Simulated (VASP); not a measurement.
VASP ran on this input.

File POSCAR:
```
TiAl
1
    2.8300000000     0.0000000000     0.0000000000
    0.0000000000     2.8300000000     0.0000000000
    0.0000000000     0.0000000000     4.0700000000
Ti Al
1 1
Direct
  0.0000000000   0.0000000000   0.0000000000
  0.5000000000   0.5000000000   0.5000000000
```

File KPOINTS:
```
Automatic mesh
0
Gamma
12 12 8
0 0 0
```

### INCAR
```
SYSTEM=TiAl
PREC=Accurate; ENCUT=400; LREAL=.FALSE.
LASPH=.TRUE.
EDIFF=1E-6; NELM=100; ALGO=Normal
LMAXMIX=4
ISMEAR=1; SIGMA=0.1
GGA=PE
LDAUL=2 -1
LDAUU=4.0 0
LDAUJ=0 0
LDAU=.TRUE.; LDAUTYPE=2; LDAUPRINT=1
ISIF=2
LWAVE=.FALSE.; LCHARG=.FALSE.; LORBIT=10
```

POTCAR, in this order: Ti_sv Al (PBE.64 set). Program: vasp_std.

Task: Write an equivalent input for Ansatz.

Result: One equivalent input (not run):
Ansatz 0.2 input:
```yaml
crystal:
  lattice:
    - [2.8300000, 0.0000000, 0.0000000]
    - [0.0000000, 2.8300000, 0.0000000]
    - [0.0000000, 0.0000000, 4.0700000]
  atoms:
    - { symbol: Ti, position: [0.0000000, 0.0000000, 0.0000000] }
    - { symbol: Al, position: [0.5000000, 0.5000000, 0.5000000] }
kpoints:
  mp_grid: { grid: [12, 12, 8] }
hamiltonian:
  xc: pbe
  pseudopotentials: { kind: paw }
  hubbard:
    sites:
      - { species: Ti, l: d, u_eff: 4 }
scf:
  occupations: { method: methfessel_paxton, width: 0.1 }
  max_iter: 100
output: { forces: true, stress: true, eigenvalues: true }
```
What does not carry over: each code has its own PAW files, so the cut-off isn't converted (ENCUT is set for VASP's; basis.ecutwfc is left out, and Ansatz then takes the one that its files recommend); Ansatz stops its SCF on the density residual and VASP on the energy change (EDIFF); the +U projectors differ, so the same U acts differently.

The compound is TiAl in the L1_0 structure. The cell was not relaxed at this level. The run is one of a series of settings (LDAU = .TRUE., LDAUJ = 0 0, LDAUL = 2 -1, LDAUTYPE = 2, LDAUU = 4.0 0 against the base run), some of them coarse on purpose.
